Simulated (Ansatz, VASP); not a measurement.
**B2Te3: VASP beside Ansatz**

```
B Te
1.0
     3.51851    0.00000    0.00000
    -1.75926    3.04712    0.00000
    -1.75926    1.01571   10.11769
B Te
2 3
Direct
  0.60637 0.39363 0.81911
  0.39363 0.60637 0.18089
  0.76666 0.23334 0.29997
  0.23334 0.76666 0.70003
  0.00000 0.00000 0.00000
```

Alike in both runs: functional PBE; k mesh 6 × 6 × 6; occupations fermi-dirac, width 0.0148 eV; no spin polarisation.

Ansatz relaxed the structure, and its values are those at the end. VASP's run is a single point on that final structure, the one shown.

|  | VASP | Ansatz |
| --- | --- | --- |
| version | VASP 6.6.1 | Ansatz 0.2.0 |
| potentials or method | VASP PAW PBE potentials, release 64 (B, Te) | PAW plane waves |
| plane-wave cutoff (eV) | 520 | 420 |
| valence electrons in the cell | 24 | 54 |

VASP gave:

- pressure (GPa): 0.0
- rms of the force components (eV/Å): 0.013

Question: Which values does Ansatz return?

Answer: Pressure (GPa): 0.0; rms of the force components (eV/Å): 0.001.

The functional is the same, so the differences come from potentials, cutoffs and numerics. The two sets of potentials don't hold the same shells in valence. Ansatz warned: «structure_snapped_to_symmetry».

Caveats: this functional lacks dispersion, which binds the layers, so the pressure and a relaxed spacing across them are unreliable. The runs have no spin-orbit coupling, so splittings on Te are missing.
